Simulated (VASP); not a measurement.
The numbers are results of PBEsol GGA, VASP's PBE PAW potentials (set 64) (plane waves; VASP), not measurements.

Input for VASP

### INCAR
```
SYSTEM=Sc(001) slab
PREC=Normal; ENCUT=400; LREAL=.FALSE.
LASPH=.TRUE.
EDIFF=1E-5; NELM=100; NELMIN=4
ALGO=Normal; LMAXMIX=4
ISMEAR=1; SIGMA=0.1
GGA=PS
IBRION=2; NSW=50; ISIF=2
EDIFFG=-0.03
LWAVE=.TRUE.; LCHARG=.FALSE.
DIPOL=0.5 0.5 0.5
LDIPOL=.TRUE.; IDIPOL=3
```

**KPOINTS**
```
Automatic mesh
0
Gamma
10 10 1
0 0 0
```

**POSCAR**
```
Sc(001) slab
1
    3.2773575760     0.0000000000     0.0000000000
   -1.6386787880     2.8382748324     0.0000000000
    0.0000000000     0.0000000000    24.6396623180
Sc
4
Direct
  0.6666670000   0.3333330000   0.4484140000
  0.3333330000   0.6666670000   0.3452430000
  0.6666670000   0.3333330000   0.6547570000
  0.3333330000   0.6666670000   0.5515860000
```

POTCAR, in this order: Sc_sv (PBE.64 set). Program: vasp_std.

Task: What will the output report for the number of irreducible k-points (NKPTS), largest plane-wave count, number of space-group operations, FFT grid (NGX, NGY, NGZ)?

Result: 
```json
{
 "number of irreducible k-points (NKPTS)": "14",
 "largest_plane_wave_count": "4221",
 "number_of_space_group_operations": "12",
 "FFT grid (NGX, NGY, NGZ)": "16 × 16 × 126"
}
```

The cell is a thin slab with vacuum, built from Sc (hcp): (001) face.
